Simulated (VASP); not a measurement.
Input:

CSi is modelled in the hexagonal space group P6₃mc (No. 186), the wurtzite structure, Pearson symbol hP4. Conventional cell: a = b = 3.091 Å, c = 5.076 Å, α = β = 90.00°, γ = 120.00°. Si on 2b sees 4 C at 1.893–1.908 Å (tetrahedral). C on 2b has 4 Si at 1.893–1.908 Å (tetrahedral). (Neighbours: up to the widest gap in distance over summed covalent radii, below 1.35, at either atom.)

Calculation: PBE GGA, VASP's PBE PAW potentials (set 64) (plane waves; VASP). Run with 600 eV cut-off, 8×8×4 Γ-centred mesh, Gaussian smearing of 0.050 eV, potentials Si C.

Each relaxation starts from this cell; other phases were not tried.

Task: The cell is relaxed at 2 GPa. What happens?

Result: The volume per atom goes from 10.50 to 10.40 Å³ (-1.0 %), and the cell becomes a = b = 3.0815 Å, c = 5.0573 Å, α = β = 90.00°, γ = 120.00°, space group P6_3mc.

Task: The cell is relaxed at 20 GPa. What happens?

Result: The volume per atom goes from 10.50 to 9.68 Å³ (-7.8 %), and the cell becomes a = b = 3.0100 Å, c = 4.9369 Å, α = β = 90.00°, γ = 120.00°, space group P6_3mc.

Failed runs are left out, and for metals the shear rows, which the mesh's noise covers.

The compound is SiC in the wurtzite structure, the rare 2H polytype.
